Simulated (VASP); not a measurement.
VASP input:

File KPOINTS:
```
Automatic mesh
0
Gamma
6 6 4
0 0 0
```

**POSCAR**
```
ZrS2
1
    1.8452620298    -3.1960876116     0.0000000000
    1.8452620298     3.1960876116     0.0000000000
    0.0000000000     0.0000000000     6.0416152014
Zr S
1 2
Direct
  0.0000000000   0.0000000000   0.0000000000
  0.3333330000   0.6666670000   0.2378530909
  0.6666670000   0.3333330000   0.7621469091
```

**INCAR**
```
SYSTEM = ZrS2
PREC = Accurate
ENCUT = 480
EDIFF = 1E-7
NELM = 100
ALGO = Normal
LREAL = .FALSE.
LASPH = .TRUE.
ISMEAR = 0
SIGMA = 0.05
METAGGA = R2SCAN
LMIXTAU = .TRUE.
LMAXMIX = 4
LWAVE = .FALSE.
LCHARG = .FALSE.
ISIF = 2
```

POTCAR, in this order: Zr_sv S (PBE.64 set). Program: vasp_std.

Question: Translate this r2SCAN calculation to Ansatz.

Answer: One equivalent input (not run):
Ansatz 0.2 input:
```yaml
crystal:
  lattice:
    - [1.8452620, -3.1960876, 0.0000000]
    - [1.8452620, 3.1960876, 0.0000000]
    - [0.0000000, 0.0000000, 6.0416152]
  atoms:
    - { symbol: Zr, position: [0.0000000, 0.0000000, 0.0000000] }
    - { symbol: S, position: [0.3333330, 0.6666670, 0.2378531] }
    - { symbol: S, position: [0.6666670, 0.3333330, 0.7621469] }
kpoints:
  mp_grid: { grid: [6, 6, 4] }
hamiltonian:
  xc: r2scan
  pseudopotentials: { kind: paw }
scf:
  occupations: { method: gaussian, width: 0.05 }
  max_iter: 100
output: { forces: true, stress: true, eigenvalues: true }
```
Limits of the translation: each code has its own PAW files, so the cut-off isn't converted (ENCUT is set for VASP's; basis.ecutwfc is left out, and Ansatz then takes the one that its files recommend); Ansatz stops its SCF on the density residual and VASP on the energy change (EDIFF).

The compound is ZrS2 in the 1T layered structure. It was relaxed first, which changed the volume by +6 %.
